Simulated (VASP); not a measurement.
An input for Ansatz (written as the equivalent of a VASP run, and not itself run):

Ansatz 0.2 input:
```yaml
crystal:
  lattice:
    - [-1.6525693, 1.6525693, 1.6525693]
    - [1.6525693, -1.6525693, 1.6525693]
    - [1.6525693, 1.6525693, -1.6525693]
  atoms:
    - { symbol: Ta, position: [0.0000000, 0.0000000, 0.0000000] }
kpoints:
  mp_grid: { grid: [14, 14, 14] }
hamiltonian:
  xc: r2scan
  pseudopotentials: { kind: paw }
scf:
  occupations: { method: methfessel_paxton, width: 0.1 }
  max_iter: 100
relax:
  max_steps: 30
  f_tol: 0.001
output: { forces: true, stress: true, eigenvalues: true }
```

Question: Translate this input to VASP (INCAR, KPOINTS, POSCAR, choice of POTCAR).

Answer: This is not unique; one that fits is 
**INCAR**
```
PREC = Accurate
LASPH = T   ! aspherical one-centre terms
IBRION = 1   ! quasi-Newton
ISMEAR = 1
LREAL = F   ! projection in real space or not
METAGGA = R2SCAN
NELM = 100   ! most electronic steps
EDIFF = 1E-8
ISIF = 2   ! forces and stress, cell fixed
NSW = 30   ! most ionic steps
LWAVE = F
LMIXTAU = T
SYSTEM = Ta
ALGO = Normal   ! blocked Davidson
EDIFFG = -0.001   ! ionic stop
LCHARG = F
LMAXMIX = 6   ! l cut-off of mixed one-centre charges
SIGMA = 0.1   ! width (eV)
ENCUT = 400   ! plane-wave cut-off (eV)
```

POSCAR:
```
Ta
1.0
 -1.6525692560   1.6525692560   1.6525692560
  1.6525692560  -1.6525692560   1.6525692560
  1.6525692560   1.6525692560  -1.6525692560
Ta
1
Cartesian
  0.0000000000   0.0000000000   0.0000000000
```

**KPOINTS**
```
Automatic mesh
0
gamma
  14 14 14
```

POTCAR, in this order: Ta_pv (PBE.64 set). Program: vasp_std.

The two are equivalent in intent, not identical: each code has its own PAW files, so the cut-off isn't converted (ENCUT is set for VASP's; basis.ecutwfc is left out, and Ansatz then takes the one that its files recommend); Ansatz stops its SCF on the density residual and VASP on the energy change (EDIFF).

The compound is Ta in the bcc structure. It was relaxed first. The start is the result of an earlier pass.
